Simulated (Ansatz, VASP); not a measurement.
# Cross-check of Rb3P11 (Rb3P11 (Pbcn)) between VASP and Ansatz, part 2 of 3

One calculation is typed for both programs; each brings its own data sets. How far apart do they land? Of the first pair: The structure shown is the start of the Ansatz relaxation below; VASP solves that cell, so the two are compared at the walk's first step.

VASP 6.6.1 and Ansatz 0.2.0.

So far: The structure; Ansatz: relaxation, PBEsol.

**3. VASP: single point, PBEsol, start cell, pair 1**

Level of this step: PBEsol; plane waves and PAW (Rb_sv, P) (VASP).

The same cell, functional, mesh and smearing now go to VASP, with its own data sets.

Lines of VASP's logs that name or quote its potential files are left out, and so is its time.

The input, INCAR:

```
SYSTEM = Rb3P11
PREC = Accurate
ENCUT = 400
EDIFF = 1E-06
NELM = 120
ISMEAR = -1
SIGMA = 0.01
LREAL = Auto
ALGO = Normal
GGA = PS
NBANDS = 208
LORBIT = 11
LWAVE = .FALSE.
LCHARG = .FALSE.
ISIF = 2
LASPH = .TRUE.
GGA_COMPAT = .FALSE.
EFERMI = MIDGAP
KPAR = 8
```

The input, POSCAR:

```
Rb3P11
1.0
   10.8810020000      0.0000000000      0.0000000000
    0.0000000000     14.4398560000      0.0000000000
    0.0000000000      0.0000000000     10.8132950000
Rb P
12 44
Direct
    0.0000000000      0.2923391341      0.7499999769
    0.5000000000      0.2076608659      0.2500000231
    0.0000000000      0.7076607966      0.2500000231
    0.5000000000      0.7923391341      0.7499999769
    0.2280304700      0.9899929750      0.4289482531
    0.2719696219      0.5100070250      0.9289482068
    0.7280304700      0.5100070250      0.5710517469
    0.7719696219      0.9899929750      0.0710517007
    0.7719696219      0.0100070250      0.5710517469
    0.7280304700      0.4899929750      0.0710517007
    0.2719696219      0.4899929750      0.4289482531
    0.2280304700      0.0100070250      0.9289482068
    0.0000000000      0.5331329481      0.7499999769
    0.5000000000      0.9668670519      0.2500000231
    0.0000000000      0.4668670519      0.2500000231
    0.5000000000      0.0331329481      0.7499999769
    0.5072804876      0.6592541505      0.0137460413
    0.9927195124      0.8407458495      0.5137459951
    0.0072804876      0.8407458495      0.9862539587
    0.4927195124      0.6592541505      0.4862540049
    0.4927195124      0.3407458495      0.9862539587
    0.0072804876      0.1592541505      0.4862540049
    0.9927195124      0.1592541505      0.0137460413
    0.5072804876      0.3407458495      0.5137459951
    0.3260310034      0.7629613481      0.2458746386
    0.1739689966      0.7370386519      0.7458746848
    0.8260310034      0.7370386519      0.7541252689
    0.6739690885      0.7629613481      0.2541253152
    0.6739690885      0.2370386519      0.7541252689
    0.8260310034      0.2629613481      0.2541253152
    0.1739689966      0.2629613481      0.2458746386
    0.3260310034      0.2370386519      0.7458746848
    0.4138819201      0.7894251162      0.4309549494
    0.0861180799      0.7105748838      0.9309549032
    0.9138819201      0.7105748838      0.5690450506
    0.5861180799      0.7894251162      0.0690450043
    0.5861180799      0.2105748838      0.5690450506
    0.9138819201      0.2894251162      0.0690450043
    0.0861180799      0.2894251162      0.4309549494
    0.4138819201      0.2105748838      0.9309549032
    0.4200739050      0.8675038726      0.1239903286
    0.0799260950      0.6324961274      0.6239902823
    0.9200739969      0.6324961274      0.8760096714
    0.5799260950      0.8675038726      0.3760097177
    0.5799260950      0.1324961274      0.8760096714
    0.9200739969      0.3675038726      0.3760097177
    0.0799260950      0.3675038726      0.1239903286
    0.4200739050      0.1324961274      0.6239902823
    0.4192875803      0.6303972145      0.1877678358
    0.0807124197      0.8696027855      0.6877677896
    0.9192875803      0.8696027855      0.8122321642
    0.5807124197      0.6303972145      0.3122321180
    0.5807124197      0.3696027855      0.8122321642
    0.9192875803      0.1303972145      0.3122321180
    0.0807124197      0.1303972145      0.1877678358
    0.4192875803      0.3696027855      0.6877677896
```

The input, KPOINTS:

```
Automatic mesh
0
Gamma
3 2 3
0 0 0
```

Potentials, in the order of the species: Rb_sv and P (PBE family, release 64).

Launch:

```sh
> mpirun -np 8 vasp_std
```

Numbers of over 12 decimals in the logs are rounded to 6 here.

Output:

```text
[banner, memory and clock lines left out]
running    8 mpi-ranks, on    1 nodes
[...]
|                                                                             |
|           W    W    AA    RRRRR   N    N  II  N    N   GGGG   !!!           |
|           W    W   A  A   R    R  NN   N  II  NN   N  G    G  !!!           |
|           W    W  A    A  R    R  N N  N  II  N N  N  G       !!!           |
|           W WW W  AAAAAA  RRRRR   N  N N  II  N  N N  G  GGG   !            |
|           WW  WW  A    A  R   R   N   NN  II  N   NN  G    G                |
|           W    W  A    A  R    R  N    N  II  N    N   GGGG   !!!           |
|                                                                             |
|     For optimal performance we recommend to set                             |
|       NCORE = 2 up to number-of-cores-per-socket                            |
|     NCORE specifies how many cores store one orbital (NPAR=cpu/NCORE).      |
|     This setting can greatly improve the performance of VASP for DFT.       |
[...]
|                                                                             |
|     You enforced a specific xc type in the INCAR file but a different       |
|     [... a line on the potential file left out ...]
|     I HOPE YOU KNOW WHAT YOU ARE DOING!                                     |
|                                                                             |

 LDA part: xc-table for (Slater+PW92), standard interpolation
 POSCAR, INCAR and KPOINTS ok, starting setup
[...]
entering main loop
       N       E                     dE             d eps       ncg     rms          rms(c)
DAV:   1     0.165978324147E+04    0.16598E+04   -0.11548E+05  3336   0.107E+03
DAV:   2    -0.104457794243E+03   -0.17642E+04   -0.17033E+04  4088   0.230E+02
DAV:   3    -0.283142071621E+03   -0.17868E+03   -0.17715E+03  4192   0.704E+01
DAV:   4    -0.289092527505E+03   -0.59505E+01   -0.59271E+01  4424   0.142E+01
[...]
DAV:  17    -0.282835692398E+03   -0.21855E-05   -0.24525E-06  3184   0.229E-03    0.706E-03
DAV:  18    -0.282835693910E+03   -0.15121E-05   -0.14888E-06  2664   0.204E-03    0.386E-03
DAV:  19    -0.282835694330E+03   -0.41964E-06   -0.52940E-07  2592   0.115E-03
   1 F= -.28283569E+03 E0= -.28283569E+03  d E =0.000000E+00
```

Parts of OUTCAR (step 3):

```text
  Total       -1.7958398     -1.3702643     -0.4152366      0.0000000      0.0000000     -0.0000000
  in kB       -1.6935123     -1.2921862     -0.3915763      0.0000000      0.0000000     -0.0000000
  external PRESSURE =      -1.1257583 kB  Pullay stress =       0.0000000 kB

 POSITION                                       TOTAL-FORCE (eV/Angst)
 -----------------------------------------------------------------------------------
      0.00000      4.22133      8.10997         0.000000     -0.016189     -0.000000
      5.44050      2.99859      2.70332         0.000000      0.016189     -0.000000
      0.00000     10.21852      2.70332         0.000000      0.016189     -0.000000
      5.44050     11.44126      8.10997         0.000000     -0.016189     -0.000000
      2.48120     14.29536      4.63834         0.006626      0.008044      0.010313
      2.95930      7.36443     10.04499        -0.006626     -0.008044      0.010313
      7.92170      7.36443      6.17495         0.006626     -0.008044     -0.010313
      8.39980     14.29536      0.76830        -0.006626      0.008044     -0.010313
      8.39980      0.14450      6.17495        -0.006626     -0.008044     -0.010313
      7.92170      7.07543      0.76830         0.006626      0.008044     -0.010313
      2.95930      7.07543      4.63834        -0.006626      0.008044      0.010313
      2.48120      0.14450     10.04499         0.006626     -0.008044      0.010313
      0.00000      7.69836      8.10997         0.000000     -0.144189     -0.000000
      5.44050     13.96142      2.70332         0.000000      0.144189     -0.000000
[...]
-----------------------------------------------------------------------------------
    total drift:                                0.005648      0.003012     -0.003310

  FREE ENERGIE OF THE ION-ELECTRON SYSTEM (eV)
  ---------------------------------------------------
  free  energy   TOTEN  =      -282.8356943298 eV

  energy  without entropy=     -282.8356943298  energy(sigma->0) =     -282.83569433

[... 1 further part left out ...]
```

The run ends at a pressure of -0.11 GPa, with forces up to 0.18 eV/Å.

**4. Comparison**

Known differences besides the potentials themselves: the cutoff is 420 eV in Ansatz and 400 eV in VASP (PREC = Accurate, projectors in real space); Ansatz makes its cores anew for this functional, VASP keeps those of its PBE data sets. Total energies have different zeros and are not compared.

Forces on 10 of the 56 atoms, those with the largest forces and the largest differences (eV/Å; atoms numbered as in POSCAR):

```csv
atom,"Ansatz x, y, z","VASP x, y, z"
P18,"-0.027, 0.118, -0.159","-0.026, 0.109, -0.146"
P19,"0.027, 0.118, 0.159","0.026, 0.109, 0.146"
P20,"-0.027, -0.118, 0.159","-0.026, -0.109, 0.146"
P21,"-0.027, 0.118, 0.159","-0.026, 0.109, 0.146"
P22,"0.027, -0.118, 0.159","0.026, -0.109, 0.146"
P23,"-0.027, -0.118, -0.159","-0.026, -0.109, -0.146"
P24,"0.027, 0.118, -0.159","0.026, 0.109, -0.146"
P41,"-0.098, -0.043, -0.095","-0.090, -0.048, -0.081"
P42,"0.098, 0.043, -0.095","0.090, 0.048, -0.081"
P43,"-0.098, 0.043, 0.095","-0.090, 0.048, 0.081"
```

The forces differ by 8.2 meV/Å r.m.s., which is 11.4 % of the r.m.s. force of 0.072 eV/Å (both taken over all components).

**5. Ansatz: relaxation, PBEsol**

This run makes the geometry at which the two programs are then compared. The cell compared in this pair holds 1634.48 Å³, against 1698.99 Å³ for the pair before.

The structure compared here is the end of the Ansatz relaxation.

The input, input.yaml:

```yaml
crystal:
  lattice:
    - [10.8810024, 0.0, 0.0]
    - [0.0, 14.4398558, 0.0]
    - [0.0, 0.0, 10.8132947]
  atoms:
    - { symbol: Rb, position: [0.0, 0.29233916, 0.75] }
    - { symbol: Rb, position: [0.5, 0.20766084, 0.25] }
    - { symbol: Rb, position: [0.0, 0.70766084, 0.25] }
    - { symbol: Rb, position: [0.5, 0.79233916, 0.75] }
    - { symbol: Rb, position: [0.22803043, 0.98999297, 0.42894827] }
    - { symbol: Rb, position: [0.27196957, 0.51000703, 0.92894827] }
    - { symbol: Rb, position: [0.72803043, 0.51000703, 0.57105173] }
    - { symbol: Rb, position: [0.77196957, 0.98999297, 0.07105173] }
    - { symbol: Rb, position: [0.77196957, 0.01000703, 0.57105173] }
    - { symbol: Rb, position: [0.72803043, 0.48999297, 0.07105173] }
    - { symbol: Rb, position: [0.27196957, 0.48999297, 0.42894827] }
    - { symbol: Rb, position: [0.22803043, 0.01000703, 0.92894827] }
    - { symbol: P, position: [0.0, 0.53313296, 0.75] }
    - { symbol: P, position: [0.5, 0.96686704, 0.25] }
    - { symbol: P, position: [0.0, 0.46686704, 0.25] }
    - { symbol: P, position: [0.5, 0.03313296, 0.75] }
    - { symbol: P, position: [0.50728049, 0.65925414, 0.01374601] }
    - { symbol: P, position: [0.99271951, 0.84074586, 0.51374601] }
    - { symbol: P, position: [0.00728049, 0.84074586, 0.98625399] }
    - { symbol: P, position: [0.49271951, 0.65925414, 0.48625399] }
    - { symbol: P, position: [0.49271951, 0.34074586, 0.98625399] }
    - { symbol: P, position: [0.00728049, 0.15925414, 0.48625399] }
    - { symbol: P, position: [0.99271951, 0.15925414, 0.01374601] }
    - { symbol: P, position: [0.50728049, 0.34074586, 0.51374601] }
    - { symbol: P, position: [0.32603097, 0.76296137, 0.24587467] }
    - { symbol: P, position: [0.17396903, 0.73703863, 0.74587467] }
    - { symbol: P, position: [0.82603097, 0.73703863, 0.75412533] }
    - { symbol: P, position: [0.67396903, 0.76296137, 0.25412533] }
    - { symbol: P, position: [0.67396903, 0.23703863, 0.75412533] }
    - { symbol: P, position: [0.82603097, 0.26296137, 0.25412533] }
    - { symbol: P, position: [0.17396903, 0.26296137, 0.24587467] }
    - { symbol: P, position: [0.32603097, 0.23703863, 0.74587467] }
    - { symbol: P, position: [0.41388191, 0.7894251, 0.43095495] }
    - { symbol: P, position: [0.08611809, 0.7105749, 0.93095495] }
    - { symbol: P, position: [0.91388191, 0.7105749, 0.56904505] }
    - { symbol: P, position: [0.58611809, 0.7894251, 0.06904505] }
    - { symbol: P, position: [0.58611809, 0.2105749, 0.56904505] }
    - { symbol: P, position: [0.91388191, 0.2894251, 0.06904505] }
    - { symbol: P, position: [0.08611809, 0.2894251, 0.43095495] }
    - { symbol: P, position: [0.41388191, 0.2105749, 0.93095495] }
    - { symbol: P, position: [0.42007392, 0.86750388, 0.12399029] }
    - { symbol: P, position: [0.07992608, 0.63249612, 0.62399029] }
    - { symbol: P, position: [0.92007392, 0.63249612, 0.87600971] }
    - { symbol: P, position: [0.57992608, 0.86750388, 0.37600971] }
    - { symbol: P, position: [0.57992608, 0.13249612, 0.87600971] }
    - { symbol: P, position: [0.92007392, 0.36750388, 0.37600971] }
    - { symbol: P, position: [0.07992608, 0.36750388, 0.12399029] }
    - { symbol: P, position: [0.42007392, 0.13249612, 0.62399029] }
    - { symbol: P, position: [0.41928757, 0.63039722, 0.18776784] }
    - { symbol: P, position: [0.08071243, 0.86960278, 0.68776784] }
    - { symbol: P, position: [0.91928757, 0.86960278, 0.81223216] }
    - { symbol: P, position: [0.58071243, 0.63039722, 0.31223216] }
    - { symbol: P, position: [0.58071243, 0.36960278, 0.81223216] }
    - { symbol: P, position: [0.91928757, 0.13039722, 0.31223216] }
    - { symbol: P, position: [0.08071243, 0.13039722, 0.18776784] }
    - { symbol: P, position: [0.41928757, 0.36960278, 0.68776784] }
basis:
  ecutwfc: 420
  xc_grid: 2
hamiltonian:
  xc: pbesol
kpoints:
  mp_grid: { grid: [3, 2, 3] }
scf:
  occupations: { method: fermi_dirac, width: 0.01 }
  max_iter: 150
output:
  forces: true
  stress: true
relax:
  f_tol: 0.01
  max_steps: 60
  cell: {}
checkpoint:
  write: "../pbesol.run"
  compress: false
  write_wavefunctions: false
  write_every: 100000
```

Launch:

```sh
> ansatz run input.yaml --threads 4 --pin off --max-ram 6594MiB --backend cpu --events-out ev --progress --plain --runs-dir out
```

Output:

```text
[...]
Crystal: 56 atoms, lattice volume = 1698.986 Å³
Basis set: ecut = 420 eV, 33233 PW (Γ), exchange–correlation on 150×200×150 points (8 copies of the dense FFT grid, shifted against one another)
Bands: 220, of which v1, the nominal top of the filled ones, is band 164 counted from 1 (163 counted from 0)
Symmetry: 8 space group operations
[...]
k-points: 8 of 18
[...]
- { symbol: P, position: [0.5, 0.035536, 0.750000] }
    - { symbol: P, position: [0.515622, 0.656571, 0.00767531] }
    - { symbol: P, position: [0.984378, 0.843429, 0.507675] }
    - { symbol: P, position: [0.015622, 0.843429, 0.992325] }
    - { symbol: P, position: [0.484378, 0.656571, 0.492325] }
[...]
- { symbol: P, position: [0.580088, 0.371802, 0.816149] }
    - { symbol: P, position: [0.919912, 0.128198, 0.316149] }
    - { symbol: P, position: [0.080088, 0.128198, 0.183851] }
    - { symbol: P, position: [0.419912, 0.371802, 0.683851] }
[key lines of the parts left out:]
Fermi energy:    4.702440 eV
P = ⅓ Tr σ = -0.0071 GPa (-0.071 kbar)
```

(Continued in part 3 of 3.)

[Lines on the potential files, build, host, timing and source positions are cut from VASP's logs without a mark.]

[Logs are printed without paths, hosts, clocks, repeated set-up lines and the standing remarks that a program may print on its own settings, such as how far it seeks lower states.]

[Hosts, paths, dates, database ids (printed as entryN), source tags and the programs' standing remarks are cut or masked in the printed files.]
